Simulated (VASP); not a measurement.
Consider the following.

```
CELL_PARAMETERS angstrom
      0.00000     3.26380     3.26380
      3.26380     0.00000     3.26380
      3.26380     3.26380     0.00000
ATOMIC_POSITIONS crystal
  Na 0.00000 0.00000 0.00000
  I  0.50000 0.50000 0.50000
```

The numbers are results of PBE GGA, VASP's PBE PAW potentials (set 64) (plane waves; VASP 6.6.1), not measurements. Numerical set-up: 520 eV cut-off, Gaussian smearing of 0.050 eV, potentials Na_pv I.

Unless said otherwise, spin-orbit coupling is left out, though it shifts the bands of the heavy elements here.

### Question
Give the energies of bands 5 to 10 at the high-symmetry points, in eV from the valence-band maximum.

### Answer

```json
[
 {"band": "5", "Γ": "0.00", "X": "-1.82", "U": "-1.57", "L": "-2.09", "W": "-1.34"},
 {"band": "6", "Γ": "0.00", "X": "-0.71", "U": "-1.28", "L": "-0.27", "W": "-1.34"},
 {"band": "7", "Γ": "0.00", "X": "-0.71", "U": "-0.57", "L": "-0.27", "W": "-0.89"},
 {"band": "8", "Γ": "3.58", "X": "4.47", "U": "5.19", "L": "5.09", "W": "5.76"},
 {"band": "9", "Γ": "7.93", "X": "5.60", "U": "6.66", "L": "7.42", "W": "7.45"},
 {"band": "10", "Γ": "7.93", "X": "9.71", "U": "8.60", "L": "7.42", "W": "7.45"}
]
```

The gap is direct, 3.58 eV, from the valence maximum at Γ to the conduction minimum at Γ.

Measured: gap 5.90 eV (computed value off by -2.32 eV), as given by Abedi et al., (2022), arXiv:2211.14644.

The compound is NaI in the rock salt structure. It was relaxed first.
